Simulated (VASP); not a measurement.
Here is the system:

```
Cr2O3
1.0
    4.77816    -2.42676     0.04085
    4.77816     2.42676     0.04085
    3.51137     0.00000     4.04869
Cr O
4 6
Direct
  0.84408   0.84408   0.84408
  0.34408   0.34408   0.34408
  0.15592   0.15592   0.15592
  0.65592   0.65592   0.65592
  0.43541   0.06459   0.75000
  0.06459   0.75000   0.43541
  0.56459   0.93541   0.25000
  0.25000   0.56459   0.93541
  0.93541   0.25000   0.56459
  0.75000   0.43541   0.06459
```
Starting moments (μB, in the order of the record's atoms Cr Cr Cr Cr O O O O O O): -2.5 -2.5 2.5 2.5 0.0 0.0 0.0 0.0 0.0 0.0.

The numbers are results of PBEsol GGA, VASP's PBE PAW potentials (set 64) (plane waves; VASP), not measurements. Settings: 520 eV cut-off, 6×6×6 Γ-centred mesh, tetrahedra with Blöchl corrections, potentials Cr_pv O.

Question: Estimate the cell moment, energy per atom (σ→0).

Answer: 
```
Item                           Result
---------------------  --------------
cell moment                   0.00 μB
energy per atom (σ→0)  -9.230 eV/atom
```

Question: Give the moment on each site (PAW-sphere projection).

Answer: 
| site | moment (μB) |
|---|---|
| Cr1 | -2.53 |
| Cr2 | -2.53 |
| Cr3 | 2.53 |
| Cr4 | 2.53 |
| O5 | 0.00 |
| O6 | 0.00 |
| O7 | 0.00 |
| O8 | 0.00 |
| O9 | 0.00 |
| O10 | 0.00 |

The compound is Cr2O3 in the corundum structure. It was relaxed first.
